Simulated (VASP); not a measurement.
**TaSi2 with vdW-DF2: from relaxation to properties**

What structure does TaSi2 take at this level, and what are its properties? The steps: relaxing cell and atoms (vdW-DF2), second relaxation, single point with fields (vdW-DF2), band structure (vdW-DF2), total and projected DOS (vdW-DF2), core levels (vdW-DF2), optical spectrum (vdW-DF2) and density of states (vdW-DF2), changed input. The start is a cell from a database of measured crystal structures.

Main program and level: VASP 6.6.1; vdW-DF2; plane waves and PAW (Ta_pv, Si).

The database entry behind the starting cell has ideal inner coordinates that were not refined, so it need not match the best structure at ambient conditions.

## (1) The starting structure

Before any relaxation, the start is as follows. The structure is hexagonal, space group P6_222 (No. 180). The conventional cell has a = 4.780 Å, b = 4.780 Å, c = 6.564 Å, α = 90.00°, β = 90.00°, γ = 120.00°. Ta has 10 Si at 2.59 to 2.76 Å nearest. Si has 5 Si at 2.59 to 2.76 Å and 5 Ta at 2.59 to 2.76 Å nearest. Farther neighbours are not listed.

Coordinates:

```cif
data_structure
_symmetry_space_group_name_H-M 'P 1'
_symmetry_Int_Tables_number 1
_cell_length_a 4.7800
_cell_length_b 4.7800
_cell_length_c 6.5640
_cell_angle_alpha 90.000
_cell_angle_beta 90.000
_cell_angle_gamma 120.000
_cell_volume 129.88
loop_
_atom_site_label
_atom_site_type_symbol
_atom_site_fract_x
_atom_site_fract_y
_atom_site_fract_z
_atom_site_occupancy
Ta1 Ta 0.00000 0.50000 0.16667 1
Ta2 Ta 0.50000 0.50000 0.83333 1
Ta3 Ta 0.50000 0.00000 0.50000 1
Si4 Si 0.33330 0.16665 0.16667 1
Si5 Si 0.16665 0.83335 0.83333 1
Si6 Si 0.83335 0.66670 0.50000 1
Si7 Si 0.66670 0.83335 0.16667 1
Si8 Si 0.83335 0.16665 0.83333 1
Si9 Si 0.16665 0.33330 0.50000 1
```

## (2) Relaxing cell and atoms (vdW-DF2)

Properties are meant for the cell that this level of theory prefers, so cell and atoms are relaxed first (ISIF = 3) until forces and stress are small; EDIFFG sets the threshold. vdW-DF2 was tuned for molecules and tends to expand solids. LUSE_VDW switches on a nonlocal correlation term for dispersion.

INCAR

```
SYSTEM = TaSi2
PREC = Accurate
ENCUT = 400
EDIFF = 1E-06
NELM = 100
ISMEAR = 0
SIGMA = 0.05
LREAL = .FALSE.
ALGO = Normal
GGA = ML
AGGAC = 0
LUSE_VDW = .TRUE.
ZAB_VDW = -1.8867
LASPH = .TRUE.
NBANDS = 37
LORBIT = 11
LWAVE = .FALSE.
LCHARG = .FALSE.
KPAR = 4
IBRION = 2
NSW = 60
ISIF = 3
EDIFFG = -0.01
```

POSCAR

```
TaSi2
1.0
    4.7800000000      0.0000000000      0.0000000000
   -2.3900000000      4.1396014301      0.0000000000
    0.0000000000      0.0000000000      6.5640000000
Ta Si
3 6
Direct
    0.0000000000      0.5000000000      0.1666666667
    0.5000000000      0.5000000000      0.8333333333
    0.5000000000      0.0000000000      0.5000000000
    0.3333000000      0.1666500000      0.1666666667
    0.1666500000      0.8333500000      0.8333333333
    0.8333500000      0.6667000000      0.5000000000
    0.6667000000      0.8333500000      0.1666666667
    0.8333500000      0.1666500000      0.8333333333
    0.1666500000      0.3333000000      0.5000000000
```

KPOINTS

```
Automatic mesh
0
Gamma
6 6 4
0 0 0
```

The projector-augmented-wave data sets are Ta_pv and Si (PBE family, release 64).

Run with:

```
mpirun -np 4 vasp_std
```

What it wrote:

```text
[banner, memory and clock lines left out]
running    4 mpi-ranks, on    1 nodes
 distrk:  each k-point on    1 cores,    4 groups
 distr:  one band on    1 cores,    1 groups

 POSCAR found type information on POSCAR TaSi
 POSCAR found :  2 types and       9 ions
|                                                                             |
|               ----> ADVICE to this user running VASP <----                  |
|                                                                             |
|     You have switched on vdW-DFT.                                           |
|     This routine was written and supplied by Jiri Klimes. We recommend      |
|     that you carefully read and cite the following publications:            |
|       J. Klimes, D.R. Bowler, A. Michelides                                 |
|          J. Phys.: Cond Matt. 22 022201 (2010)                              |
|       J. Klimes, D.R. Bowler, A. Michelides                                 |
|          Phys. Rev. B. 83, 195131 (2011)                                    |
|     and references therein.                                                 |
|                                                                             |

|                                                                             |
|               ----> ADVICE to this user running VASP <----                  |
|                                                                             |
|     You enforced a specific xc type in the INCAR file but a different       |
|     [... a line on the potential file left out ...]
|     I HOPE YOU KNOW WHAT YOU ARE DOING!                                     |
|                                                                             |

 LDA part: xc-table for (Slater+PW92), standard interpolation
 POSCAR, INCAR and KPOINTS ok, starting setup
 FFT: planning ... GRIDC
 FFT: planning ... GRID_SOFT
 FFT: planning ... GRID
 WAVECAR not read
 entering main loop
       N       E                     dE             d eps       ncg     rms          rms(c)
DAV:   1     0.372425789475E+03    0.37243E+03   -0.24443E+04  1586   0.119E+03
DAV:   2    -0.313968926290E+02   -0.40382E+03   -0.39479E+03  1822   0.331E+02
DAV:   3    -0.481426687397E+02   -0.16746E+02   -0.16468E+02  1975   0.617E+01
DAV:   4    -0.484405815829E+02   -0.29791E+00   -0.29630E+00  1972   0.841E+00
DAV:   5    -0.484454986825E+02   -0.49171E-02   -0.49110E-02  1949   0.107E+00    0.305E+01
DAV:   6    -0.463268475875E+02    0.21187E+01   -0.10960E+01  1947   0.145E+01    0.135E+01
DAV:   7    -0.463025282997E+02    0.24319E-01   -0.59502E-01  1948   0.382E+00    0.511E+00
DAV:   8    -0.463150972377E+02   -0.12569E-01   -0.70072E-02  1973   0.155E+00    0.401E-01
DAV:   9    -0.463179811686E+02   -0.28839E-02   -0.65986E-03  1980   0.382E-01    0.170E-01
DAV:  10    -0.463190905938E+02   -0.11094E-02   -0.23330E-03  1866   0.250E-01    0.464E-02
DAV:  11    -0.463191591019E+02   -0.68508E-04   -0.13753E-04  1900   0.624E-02    0.164E-02
DAV:  12    -0.463191716260E+02   -0.12524E-04   -0.35965E-05  1908   0.331E-02    0.759E-03
DAV:  13    -0.463191741993E+02   -0.25733E-05   -0.56924E-06  1690   0.119E-02    0.221E-03
DAV:  14    -0.463191747161E+02   -0.51685E-06   -0.13985E-06  1402   0.627E-03
   1 F= -.46319175E+02 E0= -.46315572E+02  d E =-.463192E+02
 curvature:   0.00 expect dE= 0.000E+00 dE for cont linesearch  0.000E+00
 trial: gam= 0.00000 g(F)=  0.183E+00 g(S)=  0.203E+01 ort = 0.000E+00 (trialstep = 0.100E+01)
 search vector abs. value=  0.221E+01
 bond charge predicted
       N       E                     dE             d eps       ncg     rms          rms(c)
DAV:   1    -0.537028772268E+02   -0.73837E+01   -0.23852E+02  1864   0.114E+02    0.218E+01
DAV:   2    -0.471897050540E+02    0.65132E+01   -0.36989E+01  1866   0.283E+01    0.671E+00
DAV:   3    -0.463999965391E+02    0.78971E+00   -0.29879E+00  1889   0.715E+00    0.314E+00
DAV:   4    -0.462169087260E+02    0.18309E+00   -0.69096E-01  1984   0.403E+00    0.801E-01
DAV:   5    -0.462100967489E+02    0.68120E-02   -0.99681E-02  2060   0.145E+00    0.611E-01
DAV:   6    -0.462112564761E+02   -0.11597E-02   -0.11288E-02  1866   0.478E-01    0.178E-01
DAV:   7    -0.462110430100E+02    0.21347E-03   -0.32100E-03  2116   0.221E-01    0.514E-02
DAV:   8    -0.462110453775E+02   -0.23675E-05   -0.23259E-04  2023   0.734E-02    0.205E-02
DAV:   9    -0.462110505850E+02   -0.52075E-05   -0.14315E-05  1853   0.208E-02    0.655E-03
DAV:  10    -0.462110517678E+02   -0.11828E-05   -0.18251E-06  1407   0.686E-03    0.242E-03
DAV:  11    -0.462110520269E+02   -0.25911E-06   -0.65825E-07  1103   0.430E-03
   2 F= -.46211052E+02 E0= -.46207829E+02  d E =0.108123E+00
[... from here on, the cycles between the ionic steps are left out ...]
   3 F= -.46794651E+02 E0= -.46791649E+02  d E =-.475476E+00
   4 F= -.46794887E+02 E0= -.46791882E+02  d E =-.475713E+00
   5 F= -.46844413E+02 E0= -.46841401E+02  d E =-.495262E-01
   6 F= -.46853026E+02 E0= -.46849956E+02  d E =-.581385E-01
   7 F= -.46865679E+02 E0= -.46862707E+02  d E =-.126531E-01
   8 F= -.46865999E+02 E0= -.46863093E+02  d E =-.129734E-01
   9 F= -.46865980E+02 E0= -.46863130E+02  d E =0.187854E-04
 trial-energy change:    0.000019  1 .order    0.000026   -0.000394    0.000447
 step:   0.4979(harm=  0.4839)  dis= 0.00038  next Energy=   -46.866095 (dE=-0.959E-04)
 bond charge predicted
       N       E                     dE             d eps       ncg     rms          rms(c)
DAV:   1    -0.468664501253E+02   -0.46977E-03   -0.11717E-02  1823   0.761E-01    0.155E-01
DAV:   2    -0.468661546454E+02    0.29548E-03   -0.10823E-03  1781   0.181E-01    0.525E-02
DAV:   3    -0.468661105253E+02    0.44120E-04   -0.81715E-05  1973   0.524E-02    0.170E-02
DAV:   4    -0.468660992620E+02    0.11263E-04   -0.17333E-05  1814   0.221E-02    0.739E-03
DAV:   5    -0.468660972324E+02    0.20296E-05   -0.15990E-06  1240   0.769E-03    0.416E-03
DAV:   6    -0.468660960099E+02    0.12225E-05   -0.31869E-07   962   0.319E-03    0.476E-04
DAV:   7    -0.468660960661E+02   -0.56136E-07   -0.79249E-08   897   0.151E-03
  10 F= -.46866096E+02 E0= -.46863217E+02  d E =-.969671E-04
 curvature:  -0.27 expect dE=-0.269E-05 dE for cont linesearch -0.628E-07
 trial: gam= 0.04242 g(F)=  0.811E-06 g(S)=  0.904E-05 ort =-0.996E-05 (trialstep = 0.926E+00)
 search vector abs. value=  0.978E-05
 reached required accuracy - stopping structural energy minimisation
```

Wall time 13 min (4 MPI ranks of Intel Xeon Platinum 8488C (Sapphire Rapids), shared host); peak memory 2 GiB.

Lines that name or quote the potential files are left out of all logs, and their timing lines are given in words.

From OUTCAR (step 2):

```text
ion  position               nearest neighbor table
   1  0.000  0.500  0.167-   6 2.59   9 2.59   8 2.59   5 2.59   4 2.76   7 2.76   4 2.76   7 2.76
                             7 2.76   4 2.76   3 3.24   3 3.24   2 3.24   2 3.24
   2  0.500  0.500  0.833-   6 2.59   9 2.59   7 2.59   4 2.59   5 2.76   8 2.76   5 2.76   8 2.76
                             8 2.76   5 2.76   3 3.24   3 3.24   1 3.24   1 3.24
   3  0.500  0.000  0.500-   4 2.59   7 2.59   5 2.59   8 2.59   9 2.76   6 2.76   9 2.76   6 2.76
                             9 2.76   6 2.76   2 3.24   1 3.24   2 3.24   1 3.24
   4  0.333  0.167  0.167-   9 2.59   5 2.59   3 2.59   2 2.59   7 2.76   1 2.76   1 2.76   1 2.76
                             7 2.76   7 2.76
   5  0.167  0.833  0.833-   6 2.59   4 2.59   3 2.59   1 2.59   8 2.76   2 2.76   2 2.76   2 2.76
                             8 2.76   8 2.76
   6  0.833  0.667  0.500-   5 2.59   7 2.59   1 2.59   2 2.59   9 2.76   3 2.76   3 2.76   3 2.76
                             9 2.76   9 2.76
   7  0.667  0.833  0.167-   6 2.59   8 2.59   3 2.59   2 2.59   4 2.76   1 2.76   1 2.76   1 2.76
                             4 2.76   4 2.76
   8  0.833  0.167  0.833-   9 2.59   7 2.59   3 2.59   1 2.59   5 2.76   2 2.76   2 2.76   2 2.76
                             5 2.76   5 2.76
   9  0.167  0.333  0.500-   8 2.59   4 2.59   1 2.59   2 2.59   6 2.76   3 2.76   3 2.76   3 2.76
                             6 2.76   6 2.76

  LATTYP: Found a hexagonal cell.
 ALAT       =     4.7800000000
 C/A-ratio  =     1.3732217573

 Subroutine GETGRP returns: Found 12 space group operations
 (whereof  4 operations were pure point group operations)

The static configuration has the point symmetry D_2 .
 The point group associated with its full space group is D_6 .

 Found     21 irreducible k-points:

   k-points           NKPTS =     21   k-points in BZ     NKDIM =     21   number of bands    NBANDS=     37

   dimension x,y,z NGX =    32 NGY =   32 NGZ =   48
   dimension x,y,z NGXF=    64 NGYF=   64 NGZF=   96

   ENCUT  =  400.0 eV  29.40 Ry    5.42 a.u.   7.79  7.79 10.70*2*pi/ulx,y,z

   NELECT =      57.0000    total number of electrons

 k-points in reciprocal lattice and weights: Automatic mesh
   0.00000000  0.00000000  0.00000000       0.007
   0.16666667  0.00000000  0.00000000       0.042
   0.33333333  0.00000000  0.00000000       0.042
   0.50000000  0.00000000  0.00000000       0.021
   0.16666667  0.16666667  0.00000000       0.042
   0.33333333  0.16666667  0.00000000       0.083
   0.33333333  0.33333333  0.00000000       0.014
   0.00000000  0.00000000  0.25000000       0.014
   0.16666667  0.00000000  0.25000000       0.083
[...]
0.33333333  0.16666667  0.50000000       0.083
   0.33333333  0.33333333  0.50000000       0.014

 average (electrostatic) potential at core
       1 -34.9245       2 -34.9245       3 -34.9245       4 -81.5981       5 -81.5981
       6 -81.5981       7 -81.5981       8 -81.5981       9 -81.5981

 E-fermi :   8.6329

 k-point     1 :       0.0000    0.0000    0.0000
  band No.  band energies     occupation
    ...
     25       6.4168      2.00000
     26       6.4168      2.00000
     27       6.6538      2.00000
     28       6.6538      2.00000
     29       7.2769      2.00000
     30       9.5222      0.00000
     31      11.4882      0.00000
     32      11.4882      0.00000
     33      11.5182      0.00000
     34      11.7895      0.00000
    ...

 k-point     2 :       0.1667    0.0000    0.0000
  band No.  band energies     occupation
    ...
     25       6.4341      2.00000
     26       6.7250      2.00000
     27       6.8041      2.00000
     28       7.0520      2.00000
     29       7.1967      2.00000
     30       9.4497      0.00000
     31      10.5733      0.00000
     32      11.0242      0.00000
     33      11.2767      0.00000
     34      11.4830      0.00000
    ...

 k-point     3 :       0.3333    0.0000    0.0000
  band No.  band energies     occupation
    ...
     25       6.8101      2.00000
     26       7.2619      2.00000
     27       7.4460      2.00000
     28       7.8162      2.00000
     29       8.0249      2.00000
     30       8.8751      0.00000
     31       9.8792      0.00000
     32      10.2617      0.00000
     33      10.7902      0.00000
     34      11.1108      0.00000
    ...

Total vdW correction in eV:      5.7779309

  Total        0.0270615      0.0270615     -0.0148637      0.0000000      0.0000000      0.0000000
  in kB        0.3097177      0.3097177     -0.1701148      0.0000000      0.0000000      0.0000000
  external PRESSURE =       0.1497736 kB  Pullay stress =       0.0000000 kB

  energy-cutoff  :      400.00
  volume of cell :      139.99
      direct lattice vectors                 reciprocal lattice vectors
     4.915948155 -0.000000000 -0.000000000     0.203419558  0.117444336 -0.000000000
    -2.457974078  4.257335986  0.000000000     0.000000000  0.234888673  0.000000000
     0.000000000 -0.000000000  6.688848462    -0.000000000 -0.000000000  0.149502565

 POSITION                                       TOTAL-FORCE (eV/Angst)
 -----------------------------------------------------------------------------------
     -1.22899      2.12867      1.11481        -0.000000     -0.000000     -0.000000
      1.22899      2.12867      5.57404        -0.000000      0.000000      0.000000
      2.45797      0.00000      3.34442        -0.000000      0.000000     -0.000000
      1.17233      0.67685      1.11481        -0.001449     -0.000837     -0.000000
     -1.28564      3.58049      5.57404        -0.001449      0.000837      0.000000
      2.45797      2.90364      3.34442        -0.000000      0.001674      0.000000
      1.28564      3.58049      1.11481         0.001449      0.000837     -0.000000
      3.74362      0.67685      5.57404         0.001449     -0.000837     -0.000000
     -0.00000      1.35369      3.34442        -0.000000     -0.001674     -0.000000
 -----------------------------------------------------------------------------------
    total drift:                                0.000000     -0.000000      0.000000

  FREE ENERGIE OF THE ION-ELECTRON SYSTEM (eV)
  ---------------------------------------------------
  free  energy   TOTEN  =       -46.8660960661 eV

  energy  without entropy=      -46.8603372486  energy(sigma->0) =      -46.86321666

Total vdW correction in eV:      5.7779264

 reached required accuracy - stopping structural energy minimisation

 total charge
# of ion       s       p       d       tot
------------------------------------------
    1        0.267   6.160   2.443   8.870
    2        0.267   6.160   2.443   8.870
    3        0.267   6.160   2.443   8.870
    4        0.761   0.855   0.000   1.616
    5        0.761   0.855   0.000   1.616
    6        0.761   0.855   0.000   1.616
    7        0.761   0.855   0.000   1.616
    8        0.761   0.855   0.000   1.616
    9        0.761   0.855   0.000   1.616
--------------------------------------------------
tot          5.365  23.610   7.328  36.303

[... 3 further parts left out ...]
```

CONTCAR:

```
TaSi2
   1.00000000000000
     4.9159481553487616   -0.0000000000000000   -0.0000000000000000
    -2.4579740776743808    4.2573359862305455    0.0000000000000000
     0.0000000000000000   -0.0000000000000000    6.6888484617896413
  Ta              Si
     3     6
Direct
     0.0000000000000000    0.5000000000000000    0.1666666667000030
     0.5000000000000000    0.5000000000000000    0.8333333332999970
     0.5000000000000000    0.0000000000000000    0.5000000000000000
     0.3179671864601467    0.1589835932300694    0.1666666667000030
     0.1589835932300702    0.8410164067699306    0.8333333332999970
     0.8410164067699306    0.6820328135398541    0.5000000000000000
     0.6820328135398532    0.8410164067699306    0.1666666667000030
     0.8410164067699297    0.1589835932300694    0.8333333332999970
     0.1589835932300694    0.3179671864601459    0.5000000000000000
```

This run has no spin polarisation. Its electron count is odd, so without a moment it is a metal by construction. The k-mesh is coarse for a metal. The PAW data sets were made with PBE, which is usual practice but a small mismatch for other functionals. The run keeps the 12 symmetry operations of its start, so it cannot find a distortion of lower symmetry.

The steps of the relaxation:

```csv
step,energy less that of the first step (eV),largest force (eV/Å),pressure (GPa),volume (Å³)
1,0.0000,0.7950,13.82,129.88
2,0.1081,0.0876,-11.99,154.72
3,-0.4755,0.4074,-0.81,140.87
4,-0.4757,0.4147,-0.53,140.61
5,-0.5252,0.2507,-0.32,140.54
6,-0.5339,0.1609,-0.13,140.48
7,-0.5465,0.0297,-0.17,140.20
8,-0.5468,0.0040,-0.16,140.15
9,-0.5468,0.0009,0.20,139.82
10,-0.5469,0.0017,0.01,139.99
```

```csv
"conventional cell, symmetrised",before,after,change
a (Å),4.780,4.916,+2.8 %
b (Å),4.780,4.916,+2.8 %
c (Å),6.564,6.689,+1.9 %
volume (Å³/atom),14.43,15.55,+7.8 %
```

The atoms that moved most (Å, as changes of fractional coordinates times the final cell):

```csv
atom,dx,dy,dz,length
Si8,0.057,-0.033,0.000,0.065
Si5,-0.057,0.033,0.000,0.065
Si7,0.057,0.033,0.000,0.065
Si4,-0.057,-0.033,0.000,0.065
Si6,0.000,0.065,0.000,0.065
Si9,0.000,-0.065,0.000,0.065
```

Final coordinates:

```
Ta Si
1.0
     4.91595    0.00000    0.00000
    -2.45797    4.25734    0.00000
     0.00000    0.00000    6.68885
Ta Si
3 6
Direct
  0.00000 0.50000 0.16667
  0.50000 0.50000 0.83333
  0.50000 0.00000 0.50000
  0.31797 0.15898 0.16667
  0.15898 0.84102 0.83333
  0.84102 0.68203 0.50000
  0.68203 0.84102 0.16667
  0.84102 0.15898 0.83333
  0.15898 0.31797 0.50000
```

Numbers from this step:

```yaml
electrons: 57
bands: 37
irreducible_k_points: 21
symmetry_operations: 12
free_energy_toten: -46.87 eV
energy_at_zero_smearing: -46.86 eV
fermi_energy: 8.633 eV
pressure: 0.01498 GPa
metallic: yes
scf_cycles_over_all_ionic_steps: 80
```

It ends with a largest force of 0.002 eV/Å and a pressure of 0.01 GPa. The volume lies +7.8 % from that of the database's start.

[end of part 1 of 4]

[Lines on the potential files, build, host, timing and source positions are cut from VASP's logs without a mark.]

[Logs are printed without paths, hosts, clocks, repeated set-up lines and the standing remarks that a program may print on its own settings, such as how far it seeks lower states.]

[Hosts, paths, dates, database ids (printed as entryN), source tags and the programs' standing remarks are cut or masked in the printed files.]

[A measured line is paired with the nearest computed mode of its activity, which favours agreement.]
